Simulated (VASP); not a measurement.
OSZICAR of a VASP run on LiF (rock salt):

### OSZICAR
```
       N       E                     dE             d eps       ncg     rms          rms(c)
DAV:   1    -0.115922659711E+02   -0.11592E+02   -0.22744E-01   522   0.602E+00    0.290E-01
DAV:   2    -0.115930674346E+02   -0.80146E-03   -0.33848E-03   580   0.630E-01    0.180E-01
DAV:   3    -0.115928406117E+02    0.22682E-03   -0.15006E-04   602   0.169E-01    0.101E-01
DAV:   4    -0.115927512503E+02    0.89361E-04   -0.25118E-05   748   0.654E-02    0.588E-02
DAV:   5    -0.115927211390E+02    0.30111E-04   -0.12192E-05   755   0.408E-02    0.347E-02
DAV:   6    -0.115927111380E+02    0.10001E-04   -0.38330E-06   769   0.249E-02    0.203E-02
DAV:   7    -0.115927078193E+02    0.33186E-05   -0.10670E-06   664   0.146E-02    0.118E-02
DAV:   8    -0.115927067239E+02    0.10954E-05   -0.35650E-07   295   0.890E-03    0.690E-03
DAV:   9    -0.115927063827E+02    0.34124E-06   -0.22194E-07   394   0.607E-03
   1 F= -.11592706E+02 E0= -.11592706E+02  d E =-.531946E-23
```

Question: Which electronic solver shows in the log?

Answer: It is blocked Davidson (ALGO = Normal, or the opening steps of other solvers). The INCAR had ALGO = Normal.

Question: Can the final energy be trusted as converged?

Answer: The run converged. It stopped with EDIFF = 1E-6, NELM = 60 (HSEsol screened hybrid, plane waves, VASP's PBE PAW potentials (set 64)).

The compound is LiF in the rock salt structure. This cell is one point of a volume scan, at 0.91 of the reference volume. The cell's shape comes from a PBE relaxation.
